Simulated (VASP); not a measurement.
VASP ran on this input.

File KPOINTS:
```
K-points
0
G
  11 11 6
0 0 0
```

File POSCAR:
```
TiSe2
1
    1.7237090644    -2.9855517421     0.0000000000
    1.7237090644     2.9855517421    -0.0000000000
    0.0000000000    -0.0000000000     5.7830248163
Ti Se
1 2
Direct
  0.0000000000   0.0000000000   0.0000000000
  0.3333330000   0.6666670000   0.2653680438
  0.6666670000   0.3333330000   0.7346319562
```

### INCAR
```
! general
SYSTEM  = TiSe2
PREC    = Accurate
ENCUT   = 520   ! plane-wave cut-off (eV)
LREAL   = .False.   ! projection in real space or not
LASPH   = .True.   ! aspherical one-centre terms

! electronic loop
EDIFF   = 1E-7
NELM    = 100   ! most electronic steps
ALGO    = Normal
LMAXMIX = 4   ! l cut-off of mixed one-centre charges

! smearing
ISMEAR  = -5

! ions
ISIF    = 2

! output
LWAVE   = .False.
LCHARG  = .True.
LORBIT  = 11   ! lm-projected
NEDOS   = 601   ! DOS grid

! other
LEFG    = .True.
```

POTCAR, in this order: Ti_sv Se (LDA.64 set). Program: vasp_std.

Question: Translate this LDA calculation to Ansatz.

Answer: One equivalent input (not run):
Ansatz 0.2 input:
```yaml
crystal:
  lattice:
    - [1.7237091, -2.9855517, 0.0000000]
    - [1.7237091, 2.9855517, 0.0000000]
    - [0.0000000, 0.0000000, 5.7830248]
  atoms:
    - { symbol: Ti, position: [0.0000000, 0.0000000, 0.0000000] }
    - { symbol: Se, position: [0.3333330, 0.6666670, 0.2653680] }
    - { symbol: Se, position: [0.6666670, 0.3333330, 0.7346320] }
kpoints:
  mp_grid: { grid: [11, 11, 6] }
hamiltonian:
  xc: lda
  pseudopotentials: { kind: paw }
scf:
  occupations: { method: tetrahedron }
  max_iter: 100
output: { forces: true, stress: true, eigenvalues: true }
```
What does not carry over: each code has its own PAW files, so the cut-off isn't converted (ENCUT is set for VASP's; basis.ecutwfc is left out, and Ansatz then takes the one that its files recommend); Ansatz stops its SCF on the density residual and VASP on the energy change (EDIFF); Ansatz's lda is the Perdew-Wang form, while the LDA potentials of VASP carry Perdew-Zunger's; the field gradients of LEFG aren't asked of the other code.

The compound is TiSe2 in the 1T layered structure. It was relaxed first, which changed the volume by -9 %.
